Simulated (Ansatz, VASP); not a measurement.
# HoBi2IO4 in two plane-wave programs, part 2 of 3

One calculation is typed for both programs; each brings its own data sets. How far apart do they land?  Valence electrons are named where the data sets of a main pair hold unlike numbers.

VASP 6.6.1 and Ansatz 0.2.0.

So far. Step 2 (Ansatz: single point, PBEsol): The run ends at a pressure of -0.97 GPa, with forces up to 0.18 eV/Å.

In doubt: a part-filled 4f shell, where there is one, can sit in one of many states (step 2), so energies may not be the lowest and differences between runs may mislead; derivatives with an open 4f shell can jump between states (step 2), which bears on forces and vibrations.

## (3) VASP: single point, PBEsol

Level of this step: PBEsol, spin-polarised from a ferromagnetic start (one magnetic atom a cell); plane waves and PAW (Bi_d, Ho, I, O) (VASP).

The same cell, functional, mesh and smearing now go to VASP, with its own data sets.

Lines of VASP's logs that name or quote its potential files are left out, and so is its time.

The input, INCAR:

```
SYSTEM = HoBi2IO4
PREC = Normal
ENCUT = 480
EDIFF = 1E-06
NELM = 150
ISMEAR = 0
SIGMA = 0.05
LREAL = .FALSE.
ALGO = Normal
GGA = PS
NBANDS = 48
ISPIN = 2
MAGMOM = 0 0 4 0 0 0 0 0
LASPH = .TRUE.
LMAXMIX = 6
AMIX = 0.2
BMIX = 1E-04
AMIX_MAG = 0.8
BMIX_MAG = 1E-04
LORBIT = 11
LWAVE = .FALSE.
LCHARG = .FALSE.
KPAR = 2
NEDOS = 1200
```

The input, POSCAR:

```
HoBi2IO4
1.0
    3.8975000000      0.0000000000      0.0000000000
    0.0000000000      3.8975000000      0.0000000000
    0.0000000000      0.0000000000      9.5590000000
Bi Ho I O
2 1 1 4
Direct
    0.5000000000      0.5000000000      0.2584000000
    0.5000000000      0.5000000000      0.7416000000
    0.0000000000      0.0000000000      0.0000000000
    0.0000000000      0.0000000000      0.5000000000
    0.0000000000      0.5000000000      0.1420000000
    0.5000000000      0.0000000000      0.1420000000
    0.0000000000      0.5000000000      0.8580000000
    0.5000000000      0.0000000000      0.8580000000
```

The input, KPOINTS:

```
Automatic mesh
0
Gamma
5 5 2
0 0 0
```

PAW data sets: Bi_d, Ho, I and O (PBE family, release 64).

The run is started by

```console
> mpirun -np 2 vasp_std
```

Numbers of over 12 decimals in the logs are rounded to 6 here.

Log:

```text
[banner, memory and clock lines left out]
running    2 mpi-ranks, on    1 nodes
 distrk:  each k-point on    1 cores,    2 groups
 distr:  one band on    1 cores,    1 groups

 POSCAR found type information on POSCAR BiHoI O
 POSCAR found :  4 types and       8 ions
|                                                                             |
|               ----> ADVICE to this user running VASP <----                  |
|                                                                             |
|     You enforced a specific xc type in the INCAR file but a different       |
|     [... a line on the potential file left out ...]
|     I HOPE YOU KNOW WHAT YOU ARE DOING!                                     |
|                                                                             |

 LDA part: xc-table for (Slater+PW92), standard interpolation
 POSCAR, INCAR and KPOINTS ok, starting setup
 FFT: planning ... GRIDC
 FFT: planning ... GRID_SOFT
 FFT: planning ... GRID
 WAVECAR not read
 entering main loop
       N       E                     dE             d eps       ncg     rms          rms(c)
DAV:   1     0.915082755524E+03    0.91508E+03   -0.36065E+04  3504   0.649E+03
DAV:   2     0.111636859613E+03   -0.80345E+03   -0.77027E+03  3472   0.111E+03
DAV:   3    -0.461041800419E+02   -0.15774E+03   -0.14958E+03  3464   0.275E+02
DAV:   4    -0.590327063936E+02   -0.12929E+02   -0.12780E+02  3488   0.752E+01
DAV:   5    -0.613456983378E+02   -0.23130E+01   -0.22884E+01  4496   0.228E+01    0.470E+01
DAV:   6    -0.529724135789E+02    0.83733E+01   -0.22988E+01  4352   0.687E+01    0.729E+01
DAV:   7    -0.536706879404E+02   -0.69827E+00   -0.58622E+00  3232   0.158E+01    0.431E+01
DAV:   8    -0.533611447525E+02    0.30954E+00   -0.13346E+00  4320   0.334E+01    0.441E+01
DAV:   9    -0.534305331612E+02   -0.69388E-01   -0.14409E+00  4032   0.164E+01    0.359E+01
DAV:  10    -0.529713719785E+02    0.45916E+00   -0.69641E-01  3744   0.331E+01    0.341E+01
DAV:  11    -0.531688196109E+02   -0.19745E+00   -0.28723E-01  3760   0.889E+00    0.344E+01
DAV:  12    -0.532456669176E+02   -0.76847E-01   -0.55990E-02  4000   0.116E+01    0.355E+01
DAV:  13    -0.532147154346E+02    0.30951E-01   -0.37887E-02  3808   0.103E+01    0.388E+01
DAV:  14    -0.532238263469E+02   -0.91109E-02   -0.92748E-02  4176   0.407E+00    0.423E+01
[...]
DAV:  31    -0.531823356125E+02   -0.82753E-04   -0.10757E-03  4368   0.290E-01    0.227E+00
DAV:  32    -0.531823518261E+02   -0.16214E-04   -0.20948E-04  4064   0.137E-01    0.142E+00
DAV:  33    -0.531823144738E+02    0.37352E-04   -0.18323E-04  3744   0.309E-01    0.223E+00
DAV:  34    -0.531823570626E+02   -0.42589E-04   -0.32415E-04  3608   0.295E-01    0.479E-01
DAV:  35    -0.531823669516E+02   -0.98890E-05   -0.38793E-05  3696   0.904E-02    0.315E-01
DAV:  36    -0.531823756868E+02   -0.87352E-05   -0.11059E-05  3128   0.853E-02    0.142E-01
DAV:  37    -0.531823751153E+02    0.57149E-06   -0.11422E-05  3168   0.919E-02    0.819E-02
DAV:  38    -0.531823754635E+02   -0.34813E-06   -0.26557E-06  2000   0.267E-02
   1 F= -.53182375E+02 E0= -.53182375E+02  d E =-.309122E-13  mag=     4.0000
```

Parts of OUTCAR (step 3):

```text
ion  position               nearest neighbor table
   1  0.500  0.500  0.258-   5 2.24   6 2.24   6 2.24   5 2.24   4 3.60   4 3.60   4 3.60   4 3.60
                             3 3.70   3 3.70   3 3.70   3 3.70
   2  0.500  0.500  0.742-   7 2.24   8 2.24   8 2.24   7 2.24   4 3.60   4 3.60   4 3.60   4 3.60
                             3 3.70   3 3.70   3 3.70   3 3.70
   3  0.000  0.000  0.000-   5 2.37   6 2.37   7 2.37   8 2.37   5 2.37   7 2.37   6 2.37   8 2.37
                             1 3.70   2 3.70   1 3.70   2 3.70   1 3.70   2 3.70   1 3.70   2 3.70
   4  0.000  0.000  0.500-   1 3.60   2 3.60   1 3.60   2 3.60   1 3.60   2 3.60   1 3.60   2 3.60

  LATTYP: Found a simple tetragonal cell.
 ALAT       =     3.8975000000
 C/A-ratio  =     2.4525978191

 Subroutine GETGRP returns: Found 16 space group operations
 (whereof 16 operations were pure point group operations)

The static configuration has the point symmetry D_4h.

 Found     12 irreducible k-points:

   k-points           NKPTS =     12   k-points in BZ     NKDIM =     12   number of bands    NBANDS=     48

   dimension x,y,z NGX =    24 NGY =   24 NGZ =   54
   dimension x,y,z NGXF=    48 NGYF=   48 NGZF=  108

   ENCUT  =  480.0 eV  35.28 Ry    5.94 a.u.   6.96  6.96 17.08*2*pi/ulx,y,z

   NELECT =      82.0000    total number of electrons

 k-points in reciprocal lattice and weights: Automatic mesh
   0.00000000  0.00000000  0.00000000       0.020
   0.20000000  0.00000000  0.00000000       0.080
   0.40000000  0.00000000  0.00000000       0.080
   0.20000000  0.20000000  0.00000000       0.080
   0.40000000  0.20000000  0.00000000       0.160
   0.40000000  0.40000000  0.00000000       0.080
   0.00000000  0.00000000  0.50000000       0.020
   0.20000000  0.00000000  0.50000000       0.080
   0.40000000  0.00000000  0.50000000       0.080
   0.20000000  0.20000000  0.50000000       0.080
   0.40000000  0.20000000  0.50000000       0.160
   0.40000000  0.40000000  0.50000000       0.080

 average (electrostatic) potential at core
       1-105.1236       2-105.1236       3 -35.3627       4 -89.8514       5 -69.0991
       6 -69.0991       7 -69.0991       8 -69.0991

 E-fermi :   5.6927

 spin component 1
 k-point     1 :       0.0000    0.0000    0.0000
  band No.  band energies     occupation
    ...
     39       4.0048      1.00000
     40       4.0125      1.00000
     41       4.3117      1.00000
     42       4.3117      1.00000
     43       4.3958      1.00000
     44       6.2121      0.00000
     45       8.3409      0.00000
     46       9.6808      0.00000
     47       9.6808      0.00000
     48       9.8779      0.00000

 k-point     2 :       0.2000    0.0000    0.0000
  band No.  band energies     occupation
    ...
     39       3.7790      1.00000
     40       3.8032      1.00000
     41       3.9720      1.00000
     42       4.4605      1.00000
     43       4.4920      1.00000
     44       7.5973      0.00000
     45       8.0067      0.00000
     46       9.1539      0.00000
     47       9.9496      0.00000
     48      10.2879      0.00000

 k-point     3 :       0.4000    0.0000    0.0000
  band No.  band energies     occupation
    ...
     39       3.5864      1.00000
     40       3.7509      1.00000
     41       4.2021      1.00000
     42       4.3651      1.00000
     43       4.7454      1.00000
     44       7.8522      0.00000
     45       8.9156      0.00000
     46       9.3363      0.00000
     47       9.6796      0.00000
     48      10.4756      0.00000

 k-point     4 :       0.2000    0.2000    0.0000
  band No.  band energies     occupation
    ...
     39       3.5294      1.00000
     40       3.9734      1.00000
     41       4.0055      1.00000
     42       4.2527      1.00000
     43       4.2593      1.00000
     44       7.8570      0.00000
     45       8.4647      0.00000
     46       8.9900      0.00000
     47       9.1091      0.00000
     48      10.1732      0.00000

 k-point     5 :       0.4000    0.2000    0.0000
  band No.  band energies     occupation
    ...
     39       3.4924      1.00000
     40       3.7070      1.00000
     41       3.7331      1.00000
     42       4.0195      1.00000
     43       4.0323      1.00000
     44       8.0141      0.00000
     45       8.9370      0.00000
     46       8.9792      0.00000
     47       9.5738      0.00000
     48       9.8932      0.00000

 k-point     6 :       0.4000    0.4000    0.0000
  band No.  band energies     occupation
    ...
     39       3.4620      1.00000
     40       3.5098      1.00000
     41       3.5873      1.00000
     42       3.7464      1.00000
     43       4.4821      1.00000
     44       8.0859      0.00000
     45       8.2053      0.00000
     46       8.3103      0.00000
     47       9.0940      0.00000
     48       9.5799      0.00000

  Total       -0.9157436     -0.9157436     -0.8735234      0.0000000      0.0000000      0.0000000
  in kB      -10.1041496    -10.1041496     -9.6382998      0.0000000      0.0000000      0.0000000
  external PRESSURE =      -9.9488663 kB  Pullay stress =       0.0000000 kB

  energy-cutoff  :      480.00
  volume of cell :      145.21
      direct lattice vectors                 reciprocal lattice vectors
     3.897500000  0.000000000  0.000000000     0.256574727  0.000000000  0.000000000
     0.000000000  3.897500000  0.000000000     0.000000000  0.256574727  0.000000000
     0.000000000  0.000000000  9.559000000     0.000000000  0.000000000  0.104613453

 POSITION                                       TOTAL-FORCE (eV/Angst)
 -----------------------------------------------------------------------------------
      1.94875      1.94875      2.47005        -0.000000     -0.000000     -0.112274
      1.94875      1.94875      7.08895         0.000000     -0.000000      0.112274
      0.00000      0.00000      0.00000        -0.000000      0.000000      0.000000
      0.00000      0.00000      4.77950        -0.000000      0.000000      0.000000
      0.00000      1.94875      1.35738        -0.000000      0.000000      0.092301
      1.94875      0.00000      1.35738        -0.000000      0.000000      0.092301
      0.00000      1.94875      8.20162        -0.000000      0.000000     -0.092301
      1.94875      0.00000      8.20162        -0.000000      0.000000     -0.092301
 -----------------------------------------------------------------------------------
    total drift:                                0.000000     -0.000000      0.000000

  FREE ENERGIE OF THE ION-ELECTRON SYSTEM (eV)
  ---------------------------------------------------
  free  energy   TOTEN  =       -53.1823754635 eV

  energy  without entropy=      -53.1823754635  energy(sigma->0) =      -53.18237546

 total charge
# of ion       s       p       d       f       tot
--------------------------------------------------
    1        1.591   0.964  10.032   0.000  12.587
    2        1.591   0.964  10.032   0.000  12.587
    3        2.058   5.779   0.436  10.095  18.368
    4        1.507   2.788   0.013   0.000   4.308
    5        1.570   3.425   0.000   0.000   4.995
    6        1.570   3.425   0.000   0.000   4.995
    7        1.570   3.425   0.000   0.000   4.995
    8        1.570   3.425   0.000   0.000   4.995
--------------------------------------------------
tot         13.029  24.194  20.512  10.095  67.830

 magnetization (x)
# of ion       s       p       d       f       tot
--------------------------------------------------
    1        0.001  -0.001   0.000   0.000  -0.000
    2        0.001  -0.001   0.000   0.000  -0.000
    3        0.001  -0.027   0.012   3.840   3.826
    4        0.000   0.002  -0.000   0.000   0.002
    5        0.001   0.023   0.000   0.000   0.024
    6        0.001   0.023   0.000   0.000   0.024
    7        0.001   0.023   0.000   0.000   0.024
    8        0.001   0.023   0.000   0.000   0.024
--------------------------------------------------
tot          0.006   0.065   0.012   3.840   3.923

[... 6 further parts left out ...]
```

The cell holds one magnetic atom, so no antiferromagnetic order fits into it. The gap is read on the k-mesh alone, so it is an upper bound where the band edges lie off the mesh. Without U or exact exchange, f electrons of an open shell come out too delocalised. The PAW data sets were made with PBE, which is usual practice but a small mismatch for other functionals.

## (4) Differences

Known differences besides the potentials themselves: the data sets hold 92 valence electrons in Ansatz (on its default PAW (the set named soft_2) files) and 82 in VASP; the cutoff is 420 eV in Ansatz and 480 eV in VASP (PREC = Normal); Ansatz makes its cores anew for this functional, VASP keeps those of its PBE data sets; site moments are counted in spheres of each program's own size. Total energies have different zeros and are not compared.

The two programs side by side:

```tsv
quantity	Ansatz	VASP	difference
pressure (GPa)	-0.97	-0.99	+0.03
pressure without Ansatz's Pulay correction (GPa)	-1.35	-0.99	-0.36
gap on the k mesh (eV)	0.743	0.641	+0.102
total moment (μB)	4.00	4.00	0.00
moment on Ho3 (μB)	3.86	3.83	+0.03
```

Forces (eV/Å; atoms numbered as in POSCAR):

```tsv
atom	Ansatz x, y, z	VASP x, y, z
Bi1	0.000, 0.000, -0.183	0.000, 0.000, -0.112
Bi2	0.000, 0.000, 0.183	0.000, 0.000, 0.112
Ho3	0.000, 0.000, 0.000	0.000, 0.000, 0.000
I4	0.000, 0.000, 0.000	0.000, 0.000, 0.000
O5	0.000, 0.000, 0.113	0.000, 0.000, 0.092
O6	0.000, 0.000, 0.113	0.000, 0.000, 0.092
O7	0.000, 0.000, -0.113	0.000, 0.000, -0.092
O8	0.000, 0.000, -0.113	0.000, 0.000, -0.092
```

The forces differ by 22 meV/Å r.m.s., which is 44.4 % of the r.m.s. force of 0.050 eV/Å (both taken over all components). A gap on the mesh is an upper bound, since the band edges may lie between its points; neither run holds spin-orbit coupling, which can move the band edges of a compound of Bi. VASP's last cycles still show a density residual of 8e-03, so its state may not be settled. Ansatz's pressure holds a Pulay correction of 0.38 GPa; VASP's holds none.

## (5) What the set-up changes

Further runs change the set-up of one program: Ansatz's method, potentials or start, or VASP's data sets, cutoff or form of LDA. The table gives Ansatz less VASP for each quantity, since a change that brings one quantity closer may part another.

```tsv
run	r.m.s. force difference (meV/Å)	pressure (GPa)	gap on the k mesh (eV)	total moment (μB)	pressure without Ansatz's Pulay correction (GPa)
as above	22	0.026	0.10	0	-0.36
cores kept as stored	21	0.042	0.10	0	-0.33
Ansatz's larger PAW set (cutoff 900 eV)	21	0.082	0.10	0
```

## (6) VASP: single point, PBEsol, DFT+U

With cell and atoms fixed, the geometry can't cause a difference; cores, projectors, grids and the points listed under the comparison can.

INCAR: that of step 3 with these lines changed.

```diff
@@ -13,2 +13,8 @@
 MAGMOM = 0 0 4 0 0 0 0 0
+LDAU = .TRUE.
+LDAUTYPE = 2
+LDAUL = -1 3 -1 -1
+LDAUU = 0 8 0 0
+LDAUJ = 0 0 0 0
+LDAUPRINT = 1
 LASPH = .TRUE.
```

POSCAR is that of step 3.

KPOINTS is that of step 3.

The run is started by

```console
> mpirun -np 2 vasp_std
```

Log:

```text
[banner, memory and clock lines left out]
running    2 mpi-ranks, on    1 nodes
[...]
[... a notice as in an earlier step ...]

 LDA part: xc-table for (Slater+PW92), standard interpolation
 POSCAR, INCAR and KPOINTS ok, starting setup
[...]
entering main loop
       N       E                     dE             d eps       ncg     rms          rms(c)
DAV:   1     0.935077563471E+03    0.93508E+03   -0.35978E+04  3512   0.672E+03
DAV:   2     0.130466885878E+03   -0.80461E+03   -0.76913E+03  3360   0.116E+03
DAV:   3    -0.355798482348E+02   -0.16605E+03   -0.15692E+03  3376   0.283E+02
DAV:   4    -0.502614254359E+02   -0.14682E+02   -0.14499E+02  3376   0.811E+01
[...]
DAV:  61    -0.526834622459E+02    0.93372E-04   -0.58299E-05  4296   0.241E-01    0.388E+00
DAV:  62    -0.526834799107E+02   -0.17665E-04   -0.47452E-05  3800   0.367E-02    0.388E+00
DAV:  63    -0.526834794417E+02    0.46890E-06   -0.16729E-06  2024   0.111E-02
   1 F= -.52683479E+02 E0= -.52683479E+02  d E =-.813068E-11  mag=     4.0000
```

[end of part 2 of 3]

[Lines on the potential files, build, host, timing and source positions are cut from VASP's logs without a mark.]

[Logs are printed without paths, hosts, clocks, repeated set-up lines and the standing remarks that a program may print on its own settings, such as how far it seeks lower states.]

[Hosts, paths, dates, database ids (printed as entryN), source tags and the programs' standing remarks are cut or masked in the printed files.]
